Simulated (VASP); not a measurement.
OSZICAR of a VASP run on PtAl2 (space group Fm-3m):

File OSZICAR:
```
       N       E                     dE             d eps       ncg     rms          rms(c)
DAV:   1     0.227934393047E+02    0.22793E+02   -0.50183E+03  2300   0.709E+02
DAV:   2    -0.183419620464E+02   -0.41135E+02   -0.37922E+02  2352   0.146E+02
DAV:   3    -0.192587367416E+02   -0.91677E+00   -0.91051E+00  2592   0.205E+01
DAV:   4    -0.192649203452E+02   -0.61836E-02   -0.61818E-02  2356   0.202E+00
DAV:   5    -0.192649998573E+02   -0.79512E-04   -0.79507E-04  2584   0.229E-01    0.951E+00
DAV:   6    -0.187359834103E+02    0.52902E+00   -0.23378E+00  2328   0.152E+01    0.249E+00
DAV:   7    -0.186377713177E+02    0.98212E-01   -0.16511E-01  2208   0.402E+00    0.181E+00
DAV:   8    -0.185961345405E+02    0.41637E-01   -0.36648E-02  2368   0.176E+00    0.265E-01
DAV:   9    -0.185959126815E+02    0.22186E-03   -0.16887E-03  2416   0.378E-01    0.168E-01
DAV:  10    -0.185959141144E+02   -0.14329E-05   -0.19929E-04  2404   0.133E-01    0.174E-02
DAV:  11    -0.185959101120E+02    0.40024E-05   -0.15478E-05  2404   0.407E-02    0.728E-03
DAV:  12    -0.185959102166E+02   -0.10454E-06   -0.66143E-07  1432   0.674E-03
   1 F= -.18595910E+02 E0= -.18577601E+02  d E =-.366193E-01
```

### Question
Which electronic solver shows in the log?

### Answer
It is blocked Davidson (ALGO = Normal, or the opening steps of other solvers). The INCAR had ALGO = Normal.

### Question
Can the final energy be trusted as converged?

### Answer
The run converged. It stopped with EDIFF = 1E-6, NELM = 100 (LDA (Ceperley-Alder, Perdew-Zunger), plane waves, VASP's LDA PAW potentials (set 64)).

The structure is a typed PtAl2 crystal. The cell was not relaxed at this level. The run is one of a series of settings (GGA removed, POTCAR Al Pt (LDA.64 set) against the base run), some of them coarse on purpose.
